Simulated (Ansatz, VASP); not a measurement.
**Cross-check of H4BrN between VASP and Ansatz**

One calculation is typed for both programs; each brings its own data sets and cutoff. How far apart do they land?

Method: plane waves, with VASP 6.6.1 beside it; single point at LDA, in Ansatz 0.2.0.

### Step 1. Starting point

Symmetry: P-43m, No. 215, cubic system. Conventional cell: a = 4.000 Å, b = 4.000 Å, c = 4.000 Å, α = 90.00°, β = 90.00°, γ = 90.00°. Nearest to Br lie 4 H at 2.44 Å. N has 4 H at 1.03 Å nearest. H has 1 N at 1.03 Å nearest. Farther neighbours and most contacts between anions are not listed.

### Step 2. VASP: single point, LDA

A single point gives forces, pressure and levels at one fixed geometry, so differences don't come from the geometry; what else differs is listed under the comparison.

Lines of VASP's logs that name or quote its potential files are left out, and so is its time.

INCAR reads:

```
SYSTEM = H4BrN
PREC = Accurate
ENCUT = 520
EDIFF = 1E-07
NELM = 100
ISMEAR = 0
SIGMA = 0.01
LREAL = .FALSE.
ALGO = Normal
GGA = CA
NBANDS = 14
LORBIT = 11
LWAVE = .FALSE.
LCHARG = .FALSE.
KPAR = 2
```

POSCAR reads:

```
H4BrN
1.0
    4.0000000000      0.0000000000      0.0000000000
    0.0000000000      4.0000000000      0.0000000000
    0.0000000000      0.0000000000      4.0000000000
Br N H
1 1 4
Direct
    0.5000000000      0.5000000000      0.5000000000
    0.0000000000      0.0000000000      0.0000000000
    0.1480000000      0.1480000000      0.1480000000
    0.1480000000      0.8520000000      0.8520000000
    0.8520000000      0.8520000000      0.1480000000
    0.8520000000      0.1480000000      0.8520000000
```

KPOINTS reads:

```
Automatic mesh
0
Gamma
6 6 6
0 0 0
```

PAW data sets: Br, N and H (PBE family, release 64).

Run with:

```
> mpirun -np 2 vasp_std
```

Numbers of over 12 decimals in the logs are rounded to 6 here.

Output:

```text
[banner, memory and clock lines left out]
running    2 mpi-ranks, on    1 nodes
 distrk:  each k-point on    1 cores,    2 groups
 distr:  one band on    1 cores,    1 groups

 POSCAR found type information on POSCAR BrN H
 POSCAR found :  3 types and       6 ions
|                                                                             |
|               ----> ADVICE to this user running VASP <----                  |
|                                                                             |
|     You enforced a specific xc type in the INCAR file but a different       |
|     [... a line on the potential file left out ...]
|     I HOPE YOU KNOW WHAT YOU ARE DOING!                                     |
|                                                                             |

 LDA part: xc-table for (Slater(with rela. corr.)+CA(PZ))
 , standard interpolation
 POSCAR, INCAR and KPOINTS ok, starting setup
 FFT: planning ... GRIDC
 FFT: planning ... GRID_SOFT
 FFT: planning ... GRID
 WAVECAR not read
 entering main loop
       N       E                     dE             d eps       ncg     rms          rms(c)
DAV:   1     0.578668302212E+02    0.57867E+02   -0.67174E+03   560   0.974E+02
DAV:   2    -0.241037909066E+02   -0.81971E+02   -0.76333E+02   760   0.179E+02
DAV:   3    -0.297609506903E+02   -0.56572E+01   -0.56319E+01   716   0.520E+01
DAV:   4    -0.298054146642E+02   -0.44464E-01   -0.44458E-01   638   0.558E+00
DAV:   5    -0.298057544372E+02   -0.33977E-03   -0.33977E-03   710   0.457E-01    0.860E+00
DAV:   6    -0.279830688302E+02    0.18227E+01   -0.37760E+00   686   0.144E+01    0.397E+00
DAV:   7    -0.278763447365E+02    0.10672E+00   -0.34869E-01   608   0.443E+00    0.249E+00
DAV:   8    -0.278469719659E+02    0.29373E-01   -0.50554E-02   698   0.168E+00    0.303E-01
DAV:   9    -0.278453241857E+02    0.16478E-02   -0.59842E-03   734   0.701E-01    0.118E-01
DAV:  10    -0.278454513205E+02   -0.12713E-03   -0.87948E-04   584   0.252E-01    0.596E-02
DAV:  11    -0.278454407921E+02    0.10528E-04   -0.24996E-05   644   0.438E-02    0.388E-02
DAV:  12    -0.278454438086E+02   -0.30165E-05   -0.48015E-05   662   0.457E-02    0.115E-02
DAV:  13    -0.278454422457E+02    0.15629E-05   -0.59370E-06   656   0.188E-02    0.277E-03
DAV:  14    -0.278454423330E+02   -0.87269E-07   -0.30512E-07   596   0.527E-03
   1 F= -.27845442E+02 E0= -.27845442E+02  d E =-.231470E-52
```

OUTCAR, selected parts (step 2):

```text
ion  position               nearest neighbor table
   1  0.500  0.500  0.500-
   2  0.000  0.000  0.000-   3 1.03   4 1.03   5 1.03   6 1.03
   3  0.148  0.148  0.148-   2 1.03
   4  0.148  0.852  0.852-   2 1.03
   5  0.852  0.852  0.148-   2 1.03
   6  0.852  0.148  0.852-   2 1.03

  LATTYP: Found a simple cubic cell.
 ALAT       =     4.0000000000

 Subroutine GETGRP returns: Found 24 space group operations
 (whereof 24 operations were pure point group operations)

The static configuration has the point symmetry T_d .

 Found     20 irreducible k-points:

   k-points           NKPTS =     20   k-points in BZ     NKDIM =     20   number of bands    NBANDS=     14

   dimension x,y,z NGX =    30 NGY =   30 NGZ =   30
   dimension x,y,z NGXF=    60 NGYF=   60 NGZF=   60

   ENCUT  =  520.0 eV  38.22 Ry    6.18 a.u.   7.44  7.44  7.44*2*pi/ulx,y,z

   NELECT =      16.0000    total number of electrons

 k-points in reciprocal lattice and weights: Automatic mesh
   0.00000000  0.00000000  0.00000000       0.005
   0.16666667  0.00000000  0.00000000       0.028
   0.33333333  0.00000000  0.00000000       0.028
   0.50000000  0.00000000  0.00000000       0.014
   0.16666667  0.16666667  0.00000000       0.056
   0.33333333  0.16666667  0.00000000       0.111
   0.50000000  0.16666667  0.00000000       0.056
   0.33333333  0.33333333  0.00000000       0.056
   0.50000000  0.33333333  0.00000000       0.056
[...]
0.50000000  0.50000000  0.33333333       0.028
   0.50000000  0.50000000  0.50000000       0.005

 average (electrostatic) potential at core
       1 -63.7956       2 -70.0704       3 -38.4367       4 -38.4367       5 -38.4367
       6 -38.4367

 E-fermi :  -0.4771

 k-point     1 :       0.0000    0.0000    0.0000
  band No.  band energies     occupation
    ...
      4      -8.0816      2.00000
      5      -8.0816      2.00000
      6      -0.6713      2.00000
      7      -0.6713      2.00000
      8      -0.6713      2.00000
      9       3.3654      0.00000
     10       6.0290      0.00000
     11       6.0290      0.00000
     12       9.1495      0.00000
     13       9.1495      0.00000
    ...

 k-point     2 :       0.1667    0.0000    0.0000
  band No.  band energies     occupation
    ...
      4      -8.0603      2.00000
      5      -8.0603      2.00000
      6      -1.2655      2.00000
      7      -0.7035      2.00000
      8      -0.7035      2.00000
      9       4.0362      0.00000
     10       6.2838      0.00000
     11       6.6674      0.00000
     12       9.0152      0.00000
     13       9.0152      0.00000
    ...

 k-point     3 :       0.3333    0.0000    0.0000
  band No.  band energies     occupation
    ...
      4      -8.0171      2.00000
      5      -8.0171      2.00000
      6      -2.1507      2.00000
      7      -0.7708      2.00000
      8      -0.7708      2.00000
      9       5.2828      0.00000
     10       7.0457      0.00000
     11       7.6336      0.00000
     12       8.8687      0.00000
     13       8.8687      0.00000
    ...

  Total        0.4239989      0.4239989      0.4239989     -0.0000000      0.0000000     -0.0000000
  in kB       10.6143984     10.6143984     10.6143984     -0.0000000      0.0000000     -0.0000000
  external PRESSURE =      10.6143984 kB  Pullay stress =       0.0000000 kB

  energy-cutoff  :      520.00
  volume of cell :       64.00
      direct lattice vectors                 reciprocal lattice vectors
     4.000000000  0.000000000  0.000000000     0.250000000  0.000000000  0.000000000
     0.000000000  4.000000000  0.000000000     0.000000000  0.250000000  0.000000000
     0.000000000  0.000000000  4.000000000     0.000000000  0.000000000  0.250000000

 POSITION                                       TOTAL-FORCE (eV/Angst)
 -----------------------------------------------------------------------------------
      2.00000      2.00000      2.00000        -0.000000      0.000000     -0.000000
      0.00000      0.00000      0.00000        -0.000000      0.000000     -0.000000
      0.59200      0.59200      0.59200         0.544461      0.544461      0.544461
      0.59200      3.40800      3.40800         0.544461     -0.544461     -0.544461
      3.40800      3.40800      0.59200        -0.544461     -0.544461      0.544461
      3.40800      0.59200      3.40800        -0.544461      0.544461     -0.544461
 -----------------------------------------------------------------------------------
    total drift:                               -0.000000     -0.000000      0.000000

  FREE ENERGIE OF THE ION-ELECTRON SYSTEM (eV)
  ---------------------------------------------------
  free  energy   TOTEN  =       -27.8454423330 eV

  energy  without entropy=      -27.8454423330  energy(sigma->0) =      -27.84544233

 total charge
# of ion       s       p       d       tot
------------------------------------------
    1        1.596   3.246   0.004   4.845
    2        1.225   2.867   0.000   4.092
    3        0.598   0.086   0.000   0.685
    4        0.598   0.086   0.000   0.685
    5        0.598   0.086   0.000   0.685
    6        0.598   0.086   0.000   0.685
--------------------------------------------------
tot          5.213   6.459   0.004  11.675

[... 3 further parts left out ...]
```

The run ends at a pressure of 1.06 GPa, with forces up to 0.94 eV/Å.

### Step 3. Ansatz: single point, LDA

Ansatz runs on its default PAW (the set named soft_2) files.

The same cell, functional (in two slightly different forms), mesh and smearing now go to Ansatz, which takes its cutoff from its data sets.

input.yaml reads:

```yaml
crystal:
  lattice:
    - [4.0, 0.0, 0.0]
    - [0.0, 4.0, 0.0]
    - [0.0, 0.0, 4.0]
  atoms:
    - { symbol: Br, position: [0.5, 0.5, 0.5] }
    - { symbol: "N", position: [0.0, 0.0, 0.0] }
    - { symbol: H, position: [0.148, 0.148, 0.148] }
    - { symbol: H, position: [0.148, 0.852, 0.852] }
    - { symbol: H, position: [0.852, 0.852, 0.148] }
    - { symbol: H, position: [0.852, 0.148, 0.852] }
hamiltonian:
  xc: lda
  pseudopotentials: { kind: paw }
kpoints:
  mp_grid: { grid: [6, 6, 6] }
scf:
  occupations: { method: gaussian, width: 0.01 }
  n_extra_bands: 5
output:
  forces: true
  stress: true
  eigenvalues: true
```

Run with:

```
> ansatz run input.yaml --threads 4 --pin off --max-ram 9216MiB --backend cpu --events-out ev --progress --plain --runs-dir out
```

Output:

```text
scf.n_extra_bands = 5 over 8 filled bands (N_el = 16.0): the run solves 13 bands
Engine: ansatz 0.2.0, aarch64-unknown-linux-gnu
Pseudopotentials: kind: paw
Pseudopotential: Br, paw, valence charge 7, recommended cutoff 420 eV (normal), Br.paw.azcp
Pseudopotential: N, paw, valence charge 5, recommended cutoff 420 eV (normal), N.paw.azcp
Pseudopotential: H, paw, valence charge 1, recommended cutoff 420 eV (normal), H.paw.azcp
Functional definition: SPW92
  exchange = slater_x
  correlation = pw_c
Crystal: 6 atoms, lattice volume = 64.000 Å³
Basis set: ecut = 420 eV, 1237 PW (Γ)
Bands: 13, of which v1, the nominal top of the filled ones, is band 8 counted from 1 (7 counted from 0)
Symmetry: 24 space group operations
Space group: P-43m (ITA 215), of the structure as read, at distance tolerance 4.0e-5 Å
k-points: 20 of 216 (time reversal used)
Non-local potential: Br, projectors of the file, l = 0: 2, l = 1: 2, l = 2: 2
Non-local potential: N, projectors of the file, l = 0: 2, l = 1: 2, l = 2: 1
Non-local potential: H, projectors of the file, l = 0: 2, l = 1: 1
PAW form: soft (Blöchl's): semilocal exchange-correlation on the pseudo side does not see the compensation charge
PAW frozen core: Br, regenerated for the run's functional, and the local potential with it (the file was generated under x = pbe(κ = 0.804, μ = 0.219515), c = pbe(β = 0.066725))
PAW frozen core: N, regenerated for the run's functional, and the local potential with it (the file was generated under x = pbe(κ = 0.804, μ = 0.219515), c = pbe(β = 0.066725))
PAW one-centre angular grid: Br, 110 points (default); XC on 64 Gauss nodes
PAW one-centre angular grid: N, 110 points (default); XC on 64 Gauss nodes
PAW one-centre angular grid: H, 110 points (default); XC on 64 Gauss nodes
Initial density: superposition of atomic densities (neutral atoms: chi_scale 0, normalization atom), corrected by the library's trained network
Initial wavefunctions: pseudopotential atomic-orbital guess
Functional: x = slater, c = lda
SCF iter   1: F=—  HF=-3133.583087 eV  |F-HF|=—  |Δ(HF+E_count)|=         —  Δρ=7.73e-3  dr2=1.85e-2  ethr=1.77e-3  ⟨swp⟩=6.8  Hψ=1748  notcnv=0
preconditioner: auto → none  [insulator: Δε(μ)=3.912 eV  Ē_g=14.936 eV  σ=0.010 eV  W_gap=1.00  n_scr=6 (ndim 8)  ℏωp=18.6 eV  f_vac=0.000  D(μ)=0.00/eV (n_scr^D=0)  ε∞_Penn≈2.5]
SCF iter   2: F=—  HF=-3133.578623 eV  |F-HF|=—  |Δ(HF+E_count)|=   4.46e-3  Δρ=3.11e-3  dr2=3.58e-3  ethr=1.16e-4  ⟨swp⟩=2.8  Hψ=564  notcnv=0  defer=16
SCF iter   3: F=—  HF=-3133.577931 eV  |F-HF|=—  |Δ(HF+E_count)|=   6.92e-4  Δρ=1.61e-3  dr2=1.41e-3  ethr=2.24e-5  ⟨swp⟩=2.8  Hψ=486  notcnv=0  defer=20
SCF iter   4: F=—  HF=-3133.577497 eV  |F-HF|=—  |Δ(HF+E_count)|=   4.34e-4  Δρ=1.25e-4  dr2=4.41e-6  ethr=8.83e-6  ⟨swp⟩=2.1  Hψ=465  notcnv=0  defer=20
SCF iter   5: F=—  HF=-3133.577497 eV  |F-HF|=—  |Δ(HF+E_count)|=   1.71e-7  Δρ=4.87e-5  dr2=1.20e-6  ethr=2.76e-8  ⟨swp⟩=2.5  Hψ=434  notcnv=0  defer=20
SCF iter   6: F=—  HF=-3133.577497 eV  |F-HF|=—  |Δ(HF+E_count)|=   3.49e-7  Δρ=1.68e-5  dr2=1.23e-7  ethr=7.48e-9  ⟨swp⟩=2.6  Hψ=405  notcnv=0  defer=20
SCF iter   7: F=-3133.577497 eV  HF=-3133.577497 eV  |F-HF|=2.83e-10  |Δ(HF+E_count)|=   3.42e-8  Δρ=1.92e-6  dr2=8.10e-10  ethr=6.25e-10  ⟨swp⟩=9.1  Hψ=1142  notcnv=0
SCF 1 converged in 7 iterations: F = -3133.577497 eV  dr2 = 8.10e-10
  greatest PAW one-centre occupation: 0.911 electrons in one spin orbital (limit 2), on the Br atom at site 0 (counted from 0), in its partial waves of l = 0
SCF converged after 7 iterations
Free energy (F): -3133.577497 eV
Harris-Foulkes:  -3133.577497 eV  (|F-HF|=2.83e-10)
Internal energy: -3133.577497 eV  (E = F + TS)
E sigma→0 (E₀):  -3133.577497 eV
Fermi energy:    2.864377 eV
--- Per-component energies (eV) ---
  E_band       = -97.446810
  E_kinetic    = 320.322243
  E_local      = -643.232546  (includes V_loc(G=0)·N_el)
  E_nonlocal   = 126.133287
  E_hartree    = 180.317043
  E_xc         = -354.560462
  E_vxc        = -225.084630  (∫ρ·V_xc dr)
  E_paw        = -2282.072742  (= ΣΔE_a)
  E_vpaw       = -36.214867  (= ΣTr[D̂ρ^β])
  E_aug_tail   = -0.004675  (compensation charges beyond the density's cutoff)
  E_ewald      = -480.766200
  E_core_change = 0.286555  (= ΣΔE_core)
  E_smearing   = -0.000000  (= −TS)
  E_closure    = 0.000000  (closes the sum)
  Σ components = -3133.577497   (vs F -3133.577497, Δ=0.00e0)
--- Forces (eV/Å), atoms counted from 1 ---
  atom   1  Br     0.00000000    -0.00000000     0.00000000
  atom   2  N     -0.00000000     0.00000000     0.00000000
  atom   3  H      0.52601428     0.52601428     0.52601428
  atom   4  H      0.52601428    -0.52601428    -0.52601428
  atom   5  H     -0.52601428    -0.52601428     0.52601428
  atom   6  H     -0.52601428     0.52601428    -0.52601428
  max |Σ_I F_I| component: 2.22e-16 eV/Å
--- Stress (GPa, compression-positive) ---
        1.098058      -0.000000      -0.000000
       -0.000000       1.098058      -0.000000
       -0.000000      -0.000000       1.098058
  P = ⅓ Tr σ = 1.0981 GPa (10.981 kbar)
--- Band table (eV; the first three rows and the last of 20) ---
  k-point 0: bands = [... 4 lower, -6.6058, 0.8101, 0.8101, 0.8101, 4.8309, 7.5269, 7.5269, 10.6446, ... 1 higher]
  k-point 1: bands = [... 4 lower, -6.5850, 0.2170, 0.7780, 0.7780, 5.5027, 7.7817, 8.1617, 10.5093, ... 1 higher]
  k-point 2: bands = [... 4 lower, -6.5417, -0.6654, 0.7111, 0.7111, 6.7539, 8.5437, 9.1131, 10.3614, ... 1 higher]
  k-point 19: bands = [... 4 lower, -6.8418, -0.5969, -0.5969, -0.5969, 8.5128, 8.5128, 8.5128, 10.9435, ... 1 higher]
```

Elapsed: 0.65 s, on 4 threads of Arm Neoverse V1, shared host; peak memory 0.3 GiB; 2 s of CPU time.

The run ends at a pressure of 1.10 GPa, with forces up to 0.91 eV/Å.

### Step 4. Comparison

Known differences besides the potentials themselves: the two LDA forms differ slightly; the cutoff is 420 eV in Ansatz and 520 eV in VASP; Ansatz makes its cores anew for this functional, VASP keeps those of its PBE data sets; VASP's log shows a relativistic correction to its local exchange, Ansatz's none. Total energies have different zeros and are not compared.

Compared:

| quantity | Ansatz | VASP | difference |
| --- | --- | --- | --- |
| pressure (GPa) | 1.10 | 1.06 | +0.04 |
| pressure without Ansatz's Pulay correction (GPa) | 0.71 | 1.06 | -0.35 |
| gap on the k mesh (eV) | 3.933 | 3.948 | -0.015 |

Forces (eV/Å; atoms numbered as in POSCAR):

| atom | Ansatz x, y, z | VASP x, y, z |
| --- | --- | --- |
| Br1 | 0.000, 0.000, 0.000 | 0.000, 0.000, 0.000 |
| N2 | 0.000, 0.000, 0.000 | 0.000, 0.000, 0.000 |
| H3 | 0.526, 0.526, 0.526 | 0.544, 0.544, 0.544 |
| H4 | 0.526, -0.526, -0.526 | 0.544, -0.544, -0.544 |
| H5 | -0.526, -0.526, 0.526 | -0.544, -0.544, 0.544 |
| H6 | -0.526, 0.526, -0.526 | -0.544, 0.544, -0.544 |

The forces differ by 15 meV/Å r.m.s., which is 3.4 % of the r.m.s. force of 0.44 eV/Å (both taken over all components). A gap on the mesh is an upper bound, since the band edges may lie between its points. Ansatz's pressure holds a Pulay correction of 0.39 GPa; VASP's holds none.

### Step 5. Other set-ups

Further runs change the set-up of one program: Ansatz's method, potentials or start, or VASP's data sets, cutoff or form of LDA. The table gives Ansatz less VASP for each quantity, since a change that brings one quantity closer may part another.

```csv
run,r.m.s. force difference (meV/Å),pressure (GPa),gap on the k mesh (eV),pressure without Ansatz's Pulay correction (GPa)
as above,15,0.037,-0.015,-0.35
cores kept as stored,12,0.077,-0.015,-0.30
Ansatz's all-electron LAPW method,14,0.036,-0.011,
Ansatz's larger PAW set (cutoff 1000 eV),13,0.043,-0.012,
norm-conserving potentials (cutoff 1143 eV),42,-0.20,-0.0055,
```

### Step 6. Summary of results

```yaml
r_m_s_force_difference_single_point_lda: 3.4 % of the r.m.s. force
```

**Reading.** The r.m.s. force difference is 3.4 % of the r.m.s. force (single point, LDA), beyond the 3 % picked in this series as the mark of a large difference. Single point, LDA, cores kept as stored: the difference in pressure goes from 0.037 to 0.077 GPa. Single point, LDA, Ansatz's all-electron LAPW method: the difference in gap on the k mesh goes from -0.015 to -0.011 eV. Single point, LDA, norm-conserving potentials (cutoff 1143 eV): r.m.s. force difference goes from 15 to 42 meV/Å; the difference in pressure goes from 0.037 to -0.20 GPa; the difference in gap on the k mesh goes from -0.015 to -0.0055 eV. How closely two codes agree says nothing of how well the functional describes the real material.

[Lines on the potential files, build, host, timing and source positions are cut from VASP's logs without a mark.]

[Logs are printed without paths, hosts, clocks, repeated set-up lines and the standing remarks that a program may print on its own settings, such as how far it seeks lower states.]

[Hosts, paths, dates, database ids (printed as entryN), source tags and the programs' standing remarks are cut or masked in the printed files.]
